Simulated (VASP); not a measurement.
Level of theory: PBE GGA, VASP's PBE PAW potentials (set 64) (plane waves; VASP 6.6.1).

Input for VASP

POSCAR:
```
FeAs
1
    3.2630000000     0.0000000000     0.0000000000
    0.0000000000     3.2630000000     0.0000000000
    0.0000000000     0.0000000000     3.2630000000
Fe As
1 1
Direct
  0.0000000000   0.0000000000   0.0000000000
  0.5000000000   0.5000000000   0.5000000000
```

INCAR:
```
! general
SYSTEM  = FeAs
PREC    = Accurate
ENCUT   = 400
LREAL   = .FALSE.
LASPH   = .TRUE.

! electronic loop
EDIFF   = 1E-6
NELM    = 100
ALGO    = Normal
LMAXMIX = 4

! smearing
ISMEAR  = 1
SIGMA   = 0.1

! functional
GGA     = PE

! spin
ISPIN   = 2
MAGMOM  = 4.0 0.0

! ions
IBRION  = 2
NSW     = 60
ISIF    = 3
EDIFFG  = -0.01

! output
LWAVE   = .FALSE.
LCHARG  = .FALSE.
LORBIT  = 10
```

KPOINTS:
```
Automatic mesh
0
gamma
  10 10 10
0 0 0
```

POTCAR, in this order: Fe As (PBE.64 set). Program: vasp_std.

The run wrote:

File OSZICAR:
```
       N       E                     dE             d eps       ncg     rms          rms(c)
DAV:   1     0.469118351179E+02    0.46912E+02   -0.49237E+03  2736   0.854E+02
DAV:   2    -0.109503176910E+02   -0.57862E+02   -0.52337E+02  2720   0.180E+02
DAV:   3    -0.138089963223E+02   -0.28587E+01   -0.27223E+01  3380   0.463E+01
DAV:   4    -0.138522721305E+02   -0.43276E-01   -0.43235E-01  2856   0.531E+00
DAV:   5    -0.138527889118E+02   -0.51678E-03   -0.51671E-03  3296   0.638E-01    0.119E+01
DAV:   6    -0.188867880947E+02   -0.50340E+01   -0.57615E+01  2992   0.108E+02    0.341E+01
DAV:   7    -0.121247689367E+02    0.67620E+01   -0.37766E+01  3160   0.770E+01    0.322E+00
DAV:   8    -0.121922604853E+02   -0.67492E-01   -0.45927E-01  2912   0.577E+00    0.169E+00
DAV:   9    -0.121925375048E+02   -0.27702E-03   -0.42495E-02  3148   0.308E+00    0.983E-01
DAV:  10    -0.121890264780E+02    0.35110E-02   -0.91392E-03  3980   0.155E+00    0.327E-01
DAV:  11    -0.121891577521E+02   -0.13127E-03   -0.14341E-03  3064   0.460E-01    0.871E-02
DAV:  12    -0.121891510571E+02    0.66950E-05   -0.31275E-04  3552   0.191E-01    0.590E-02
DAV:  13    -0.121891322679E+02    0.18789E-04   -0.21176E-05  3268   0.758E-02    0.337E-02
DAV:  14    -0.121891340237E+02   -0.17558E-05   -0.56056E-06  2976   0.338E-02    0.126E-02
DAV:  15    -0.121891338037E+02    0.22003E-06   -0.17249E-06  1768   0.186E-02
   1 F= -.12189134E+02 E0= -.12188766E+02  d E =-.121891E+02  mag=     2.5736
       N       E                     dE             d eps       ncg     rms          rms(c)
DAV:   1    -0.194580544832E+02   -0.72689E+01   -0.96415E+01  3016   0.169E+02    0.253E+01
DAV:   2    -0.248621773897E+02   -0.54041E+01   -0.11846E+02  2912   0.164E+02    0.359E+01
DAV:   3    -0.129236857245E+02    0.11938E+02   -0.78870E+01  3168   0.124E+02    0.861E+00
DAV:   4    -0.127459827113E+02    0.17770E+00   -0.14100E+00  3060   0.116E+01    0.497E+00
DAV:   5    -0.126512130095E+02    0.94770E-01   -0.13375E-01  3128   0.390E+00    0.327E+00
DAV:   6    -0.126490521867E+02    0.21608E-02   -0.23728E-02  3260   0.207E+00    0.115E+00
DAV:   7    -0.126498253753E+02   -0.77319E-03   -0.82351E-03  3404   0.128E+00    0.261E-01
DAV:   8    -0.126498688767E+02   -0.43501E-04   -0.91357E-04  3368   0.300E-01    0.667E-02
DAV:   9    -0.126498749691E+02   -0.60923E-05   -0.53489E-05  3348   0.875E-02    0.247E-02
DAV:  10    -0.126498733996E+02    0.15695E-05   -0.50660E-06  2580   0.205E-02    0.176E-02
DAV:  11    -0.126498723397E+02    0.10599E-05   -0.13827E-06  1500   0.134E-02    0.679E-03
DAV:  12    -0.126498722021E+02    0.13758E-06   -0.65557E-07  1456   0.756E-03
   2 F= -.12649872E+02 E0= -.12650185E+02  d E =-.460738E+00  mag=     1.3715
       N       E                     dE             d eps       ncg     rms          rms(c)
DAV:   1    -0.144992654111E+02   -0.18494E+01   -0.29764E+01  2964   0.962E+01    0.142E+01
DAV:   2    -0.165200077855E+02   -0.20207E+01   -0.41479E+01  2980   0.103E+02    0.177E+01
DAV:   3    -0.126331079429E+02    0.38869E+01   -0.22760E+01  3128   0.717E+01    0.281E+00
DAV:   4    -0.125757668607E+02    0.57341E-01   -0.35774E-01  2944   0.552E+00    0.137E+00
DAV:   5    -0.125612125204E+02    0.14554E-01   -0.31599E-02  3408   0.251E+00    0.766E-01
DAV:   6    -0.125620664099E+02   -0.85389E-03   -0.19019E-03  3036   0.570E-01    0.320E-01
DAV:   7    -0.125619670985E+02    0.99311E-04   -0.72048E-04  3472   0.296E-01    0.999E-02
DAV:   8    -0.125620232819E+02   -0.56183E-04   -0.15534E-04  3340   0.151E-01    0.309E-02
DAV:   9    -0.125620281647E+02   -0.48828E-05   -0.13357E-05  3296   0.364E-02    0.976E-03
DAV:  10    -0.125620272441E+02    0.92066E-06   -0.82861E-07  1440   0.107E-02
   3 F= -.12562027E+02 E0= -.12562210E+02  d E =-.372893E+00  mag=     0.8737
       N       E                     dE             d eps       ncg     rms          rms(c)
DAV:   1    -0.138834853908E+02   -0.13215E+01   -0.19877E+01  2848   0.795E+01    0.105E+01
DAV:   2    -0.161778155228E+02   -0.22943E+01   -0.36481E+01  3196   0.907E+01    0.160E+01
DAV:   3    -0.126807186757E+02    0.34971E+01   -0.11848E+01  3004   0.539E+01    0.268E+00
DAV:   4    -0.126658237921E+02    0.14895E-01   -0.21477E-01  2768   0.441E+00    0.125E+00
DAV:   5    -0.126582139998E+02    0.76098E-02   -0.29076E-02  3512   0.207E+00    0.774E-01
DAV:   6    -0.126588433575E+02   -0.62936E-03   -0.12417E-03  3516   0.459E-01    0.565E-01
DAV:   7    -0.126632059144E+02   -0.43626E-02   -0.71036E-03  3724   0.107E+00    0.528E-01
DAV:   8    -0.126630539624E+02    0.15195E-03   -0.68657E-03  3792   0.107E+00    0.256E-01
DAV:   9    -0.126635733853E+02   -0.51942E-03   -0.56178E-04  3672   0.286E-01    0.118E-01
DAV:  10    -0.126635782638E+02   -0.48784E-05   -0.25652E-05  3884   0.596E-02    0.628E-02
DAV:  11    -0.126635503517E+02    0.27912E-04   -0.89696E-06  2576   0.315E-02    0.552E-02
DAV:  12    -0.126635718239E+02   -0.21472E-04   -0.26876E-05  3380   0.698E-02    0.119E-02
DAV:  13    -0.126635724181E+02   -0.59422E-06   -0.24239E-06  1492   0.180E-02
   4 F= -.12663572E+02 E0= -.12663841E+02  d E =-.474439E+00  mag=     1.2977
       N       E                     dE             d eps       ncg     rms          rms(c)
DAV:   1    -0.126677436739E+02   -0.41719E-02   -0.61404E-02  2888   0.439E+00    0.602E-01
DAV:   2    -0.126736903181E+02   -0.59466E-02   -0.98893E-02  3060   0.501E+00    0.885E-01
DAV:   3    -0.126638436598E+02    0.98467E-02   -0.43177E-02  3060   0.326E+00    0.103E-01
DAV:   4    -0.126637184441E+02    0.12522E-03   -0.56233E-04  2720   0.176E-01    0.685E-02
DAV:   5    -0.126637052699E+02    0.13174E-04   -0.37948E-05  3356   0.937E-02    0.184E-02
DAV:   6    -0.126637030335E+02    0.22364E-05   -0.46969E-06  1836   0.197E-02    0.792E-03
DAV:   7    -0.126637026248E+02    0.40873E-06   -0.22986E-06  2208   0.166E-02
   5 F= -.12663703E+02 E0= -.12663918E+02  d E =-.474569E+00  mag=     1.2953
       N       E                     dE             d eps       ncg     rms          rms(c)
DAV:   1    -0.126656853452E+02   -0.19823E-02   -0.30246E-02  2888   0.308E+00    0.416E-01
DAV:   2    -0.126684858285E+02   -0.28005E-02   -0.47378E-02  3064   0.346E+00    0.619E-01
DAV:   3    -0.126637864766E+02    0.46994E-02   -0.20376E-02  3060   0.225E+00    0.773E-02
DAV:   4    -0.126637128905E+02    0.73586E-04   -0.26588E-04  2728   0.149E-01    0.398E-02
DAV:   5    -0.126637086647E+02    0.42258E-05   -0.10355E-05  3304   0.444E-02    0.124E-02
DAV:   6    -0.126637078659E+02    0.79880E-06   -0.12139E-06  1416   0.952E-03
   6 F= -.12663708E+02 E0= -.12663966E+02  d E =-.524112E-05  mag=     1.2973
       N       E                     dE             d eps       ncg     rms          rms(c)
DAV:   1    -0.126642437491E+02   -0.53508E-03   -0.73916E-03  2888   0.152E+00    0.208E-01
DAV:   2    -0.126649491111E+02   -0.70536E-03   -0.11819E-02  3060   0.173E+00    0.305E-01
DAV:   3    -0.126637781885E+02    0.11709E-02   -0.51005E-03  3060   0.112E+00    0.363E-02
DAV:   4    -0.126637634493E+02    0.14739E-04   -0.65825E-05  2720   0.628E-02    0.229E-02
DAV:   5    -0.126637621212E+02    0.13281E-05   -0.38477E-06  2612   0.296E-02    0.612E-03
DAV:   6    -0.126637618588E+02    0.26245E-06   -0.57539E-07  1380   0.660E-03
   7 F= -.12663762E+02 E0= -.12664002E+02  d E =-.592340E-04  mag=     1.2964
```

**OUTCAR**
```
------------------------ aborting loop because EDIFF is reached ----------------------------------------
  FORCE on cell =-STRESS in cart. coord.  units (eV):
  Direction    XX          YY          ZZ          XY          YZ          ZX
  --------------------------------------------------------------------------------------
  Total        0.0043253      0.0043253      0.0043253      0.0000000      0.0000000     -0.0000000
  in kB        0.2655051      0.2655051      0.2655051      0.0000000      0.0000000     -0.0000000
  external PRESSURE =       0.2655051 kB  Pullay stress =       0.0000000 kB
  volume of cell :       26.10
      direct lattice vectors                 reciprocal lattice vectors
     2.966321832  0.000000000 -0.000000000     0.337117837 -0.000000000  0.000000000
     0.000000000  2.966321832  0.000000000    -0.000000000  0.337117837 -0.000000000
    -0.000000000  0.000000000  2.966321832     0.000000000 -0.000000000  0.337117837
 POSITION                                       TOTAL-FORCE (eV/Angst)
 -----------------------------------------------------------------------------------
      0.00000      0.00000      0.00000        -0.000000     -0.000000      0.000000
      1.48316      1.48316      1.48316         0.000000      0.000000      0.000000
 -----------------------------------------------------------------------------------
    total drift:                                0.000000      0.000000     -0.000000
  FREE ENERGIE OF THE ION-ELECTRON SYSTEM (eV)
  ---------------------------------------------------
  free  energy   TOTEN  =       -12.6637618588 eV

  energy  without entropy=      -12.6644816815  energy(sigma->0) =      -12.66400180

 total charge

# of ion       s       p       d       tot
------------------------------------------
    1        0.355   0.421   6.462   7.238
    2        1.250   1.409   0.108   2.767
--------------------------------------------------
tot          1.605   1.830   6.570  10.005

 magnetization (x)

# of ion       s       p       d       tot
------------------------------------------
    1        0.004  -0.003   1.388   1.389
    2        0.015  -0.049  -0.009  -0.043
--------------------------------------------------
tot          0.019  -0.052   1.379   1.346

 reached required accuracy - stopping structural energy minimisation
```
(Selected blocks of OUTCAR.)

File CONTCAR:
```
FeAs
   1.00000000000000
     2.9663218319717899    0.0000000000000000   -0.0000000000000000
     0.0000000000000000    2.9663218319717899    0.0000000000000000
    -0.0000000000000000    0.0000000000000000    2.9663218319717899
  Fe              As
     1     1
Direct
     0.0000000000000000    0.0000000000000000    0.0000000000000000
     0.5000000000000000    0.5000000000000000    0.5000000000000000
```

Energy and stress use the plane-wave basis of the starting cell.

The structure was generated: FeAs was put into the CsCl type type (Pm-3m), which need not be its known phase. This run relaxes it. Symmetry was kept, so distortions that lower it aren't found.
